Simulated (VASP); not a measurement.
OSZICAR of a VASP run on SiC (wurtzite):

OSZICAR:
```
       N       E                     dE             d eps       ncg     rms          rms(c)
DAV:   1     0.429857150900E+02    0.42986E+02   -0.74523E+03   720   0.119E+03
DAV:   2    -0.266647938983E+02   -0.69651E+02   -0.63639E+02  1068   0.193E+02
DAV:   3    -0.297571989723E+02   -0.30924E+01   -0.30760E+01   952   0.412E+01
DAV:   4    -0.297920714898E+02   -0.34873E-01   -0.34844E-01   900   0.518E+00
DAV:   5    -0.297926502496E+02   -0.57876E-03   -0.57865E-03   936   0.634E-01    0.127E+01
DAV:   6    -0.260263690661E+02    0.37663E+01   -0.11106E+01   884   0.214E+01    0.568E+00
DAV:   7    -0.259294879053E+02    0.96881E-01   -0.98950E-01   924   0.667E+00    0.252E+00
DAV:   8    -0.259158211578E+02    0.13667E-01   -0.51382E-02   868   0.171E+00    0.529E-01
DAV:   9    -0.259151267563E+02    0.69440E-03   -0.65893E-03   900   0.629E-01    0.129E-01
DAV:  10    -0.259153451119E+02   -0.21836E-03   -0.75531E-04   860   0.201E-01    0.500E-02
DAV:  11    -0.259153550349E+02   -0.99231E-05   -0.77001E-05   844   0.744E-02    0.197E-02
DAV:  12    -0.259153563397E+02   -0.13048E-05   -0.39440E-06   900   0.153E-02    0.484E-03
DAV:  13    -0.259153568247E+02   -0.48504E-06   -0.31999E-07   864   0.433E-03    0.140E-03
DAV:  14    -0.259153568784E+02   -0.53619E-07   -0.96936E-09   560   0.894E-04
   1 F= -.25915357E+02 E0= -.25915357E+02  d E =-.259154E+02
```

Question: Which electronic solver shows in the log?

Answer: It is blocked Davidson (ALGO = Normal, or the opening steps of other solvers). The INCAR had ALGO = Normal.

Question: Can the final energy be trusted as converged?

Answer: The run converged. It stopped with EDIFF = 1E-7, NELM = 100, NSW = 30 and EDIFFG = -0.01 after 1 ionic step (optB86b-vdW, plane waves, VASP's PBE PAW potentials (set 64)).

The compound is SiC in the wurtzite structure, the rare 2H polytype. This cell is one point of a volume scan, at 0.97 of the reference volume.
